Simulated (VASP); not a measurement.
Runs of VASP 6.6.1 on Sr3SiTe. Symmetry: P4mm, No. 99, tetragonal system. Conventional cell: a = 4.731 Å, b = 4.731 Å, c = 5.986 Å, α = 90.00°, β = 90.00°, γ = 90.00°. Sr (site symmetry 4mm) is surrounded by 1 Si at 2.66 Å. Around Sr (site symmetry 2mm) lie 2 Si at 2.56 Å. Around Si (site symmetry 4mm) lie 5 Sr at 2.56 to 2.66 Å. Te (site symmetry 4mm) has 12 Sr at 3.40 to 3.81 Å and 4 Si at 3.91 Å as nearest neighbours. The cell was built by a generator and needn't be a form met in nature.

```csv
task,level,potentials or basis,spin,cell,k mesh,cutoff (eV),smearing,gap on the mesh (eV),pressure (GPa),largest force (eV/Å)
relaxation of the atoms,PBEsol,"VASP PAW PBE potentials, release 64 (Sr_sv, Si, Te)",off,atoms relaxed,6 × 6 × 5,520,methfessel-paxton 0.1 eV,none,17.5,-
relaxation of cell and atoms,PBE,"VASP PAW PBE potentials, release 64 (Sr_sv, Si, Te)",off,relaxed,6 × 6 × 5,600,methfessel-paxton 0.1 eV,none,0.0,0.01
electric field gradients,RPBE,"VASP PAW PBE potentials, release 64 (Sr_sv_GW, Si_GW, Te_GW)",off,volume scaled by 1.08,6 × 6 × 5,550,methfessel-paxton 0.1 eV,none,15.4,1.27
single point,PBE,"VASP PAW PBE potentials, release 64 (Sr_sv, Si, Te)",off,as given,6 × 6 × 5,520,fermi-dirac 0.05 eV,none,(a),1.68
optical spectrum,BEEF-vdW,"VASP PAW PBE potentials, release 64 (Sr_sv, Si, Te)","collinear, antiferromagnetic start, SOC",volume scaled by 1.15,5 × 5 × 4,520,methfessel-paxton 0.1 eV,-,10.8,(b)
```

Task: Estimate the missing entries.

Result: (a) 19.3; (b) 1.33.

Caveats: the PAW data sets were made with another functional, which shifts forces and pressure a little (some runs); so large a pressure means that the cell lies far from this level's equilibrium, or that cutoff or potentials fall short (some runs); forces of over 1 eV/Å show positions far from the minimum, so gaps and moduli don't describe the material at rest (some runs); spectra need much finer meshes, so this one isn't converged (some runs); independent-particle spectra lack excitons (some runs).

A k mesh can miss the band edges, and rows without SOC leave out spin-orbit coupling on Sr, Te.

A gap of «none» marks a metal or a gap under the smearing width.
